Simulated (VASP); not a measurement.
Crystal: AlB3P4.

```
Al B P
1.0
     4.79768    0.00000    0.00000
     0.00000    4.79768    0.00000
     0.00000    0.00000    4.79768
Al B P
1 3 4
Direct
  0.00000 0.00000 0.00000
  0.00000 0.50000 0.50000
  0.50000 0.50000 0.00000
  0.50000 0.00000 0.50000
  0.25268 0.74732 0.74732
  0.74732 0.74732 0.25268
  0.74732 0.25268 0.74732
  0.25268 0.25268 0.25268
```

The cell was built by a generator and needn't be a form met in nature.

| Quantity | Value |
| --- | --- |
| Program | VASP 6.6.1 |
| Task | relaxation of cell and atoms |
| Functional | PBE |
| Potentials or basis | VASP PAW PBE potentials, release 64 (Al, B, P) |
| Cutoff | 520 eV |
| k mesh | 3 × 3 × 3 |
| Occupations | gaussian, width 0.15 eV |
| Spin | no spin polarisation |

At the start: pressure 5.7 GPa; volume 13.80 Å³/atom.

Task: Where does the relaxation end?

Result: Over 6 steps the energy falls by 142.1 meV/atom and the volume is 13.96 Å³/atom (+1.1 %); space group P-43m (No. 215, to 0.05 Å).

The path:
| step | energy change (eV) | largest force (eV/Å) | pressure (GPa) | volume (Å³) |
| --- | --- | --- | --- | --- |
| 1 | 0.0000 | 4.4500 | 5.68 | 110.43 |
| 2 | -0.5589 | 2.1617 | -7.40 | 118.44 |
| 3 | -1.0995 | 0.1548 | -3.39 | 114.87 |
| 4 | -1.0996 | 0.2322 | -3.33 | 114.78 |
| 5 | -1.1315 | 0.0818 | 1.36 | 110.48 |
| 6 | -1.1370 | 0.0125 | 0.04 | 111.67 |

Final structure:
```cif
data_structure
_symmetry_space_group_name_H-M 'P 1'
_symmetry_Int_Tables_number 1
_cell_length_a 4.8156
_cell_length_b 4.8156
_cell_length_c 4.8156
_cell_angle_alpha 90.000
_cell_angle_beta 90.000
_cell_angle_gamma 90.000
_cell_volume 111.67
loop_
_atom_site_label
_atom_site_type_symbol
_atom_site_fract_x
_atom_site_fract_y
_atom_site_fract_z
_atom_site_occupancy
Al1 Al 0.00000 0.00000 0.00000 1
B1 B 0.00000 0.50000 0.50000 1
B2 B 0.50000 0.50000 0.00000 1
B3 B 0.50000 0.00000 0.50000 1
P1 P 0.26833 0.73167 0.73167 1
P2 P 0.73167 0.73167 0.26833 1
P3 P 0.73167 0.26833 0.73167 1
P4 P 0.26833 0.26833 0.26833 1
```

Caveat: the k mesh is coarse (spacing up to 0.44 Å⁻¹), so the values aren't converged.
